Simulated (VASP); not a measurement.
Write the native input for VASP 6.6.1 that does the following.

```
Task                   : single point
Functional             : PBE
Potentials or basis    : VASP PAW PBE potentials, release 64 (F, Ga_d, Si, Cl, H)
Cutoff                 : 520 eV
k mesh                 : 1 × 1 × 1
Occupations            : gaussian, width 0.01 eV
Spin                   : no spin polarisation
Further INCAR settings : ALGO = Normal; EDIFF = 1e-07; NBANDS = 26
```

The structure of FGaSiClH3 lies in POSCAR:

```
GaSiH3ClF
1.0
   14.0000000000      0.0000000000      0.0000000000
    0.0000000000     14.0000000000      0.0000000000
    0.0000000000      0.0000000000     12.0000000000
F Ga Si Cl H
1 1 1 1 3
Direct
    0.5260071400      0.3389642900      0.5416833300
    0.4792857100      0.4420428600      0.4792750000
    0.5645285700      0.5901000000      0.4831416700
    0.3432714300      0.4157357100      0.4044666700
    0.5087214300      0.6640357100      0.4232000000
    0.5786928600      0.6184642900      0.6012000000
    0.6585857100      0.5758571400      0.4284916700
```

These files were run (other wordings do the same):

INCAR

```
SYSTEM = GaSiH3ClF
ALGO     = Normal         ! electronic algorithm
EDIFF    = 1E-7           ! SCF threshold, eV
ENCUT    = 520            ! plane-wave cutoff, eV
GGA      = PE             ! functional
ISIF     = 2              ! what is computed and relaxed
ISMEAR   = 0              ! smearing method
LASPH    = .TRUE.         ! aspherical terms in the spheres
LCHARG   = .FALSE.        ! write CHGCAR
LREAL    = .FALSE.        ! projectors in reciprocal space
LWAVE    = .FALSE.        ! write WAVECAR
NBANDS   = 26             ! bands
NELM     = 60             ! most SCF steps
PREC     = Accurate       ! precision mode
SIGMA    = 0.01           ! smearing width, eV
```

KPOINTS

```
k-points
0
G
  1 1 1
  0 0 0
```

Potentials or basis: VASP PAW PBE potentials, release 64 (F, Ga_d, Si, Cl, H).

Launch:

```console
$ cat potpaw_PBE.64/F/POTCAR potpaw_PBE.64/Ga_d/POTCAR potpaw_PBE.64/Si/POTCAR potpaw_PBE.64/Cl/POTCAR potpaw_PBE.64/H/POTCAR > POTCAR
$ mpirun -np 1 vasp_gam > vasp.out
```

Results of the run:

The largest force is 0.591 eV/Å and the gap between the frontier levels is 4.80 eV.

Run time: 2.8 min on 1 thread of Intel(R) Xeon(R) 6975P-C (Granite Rapids), with other jobs on the host, peak memory 1.7 GiB.
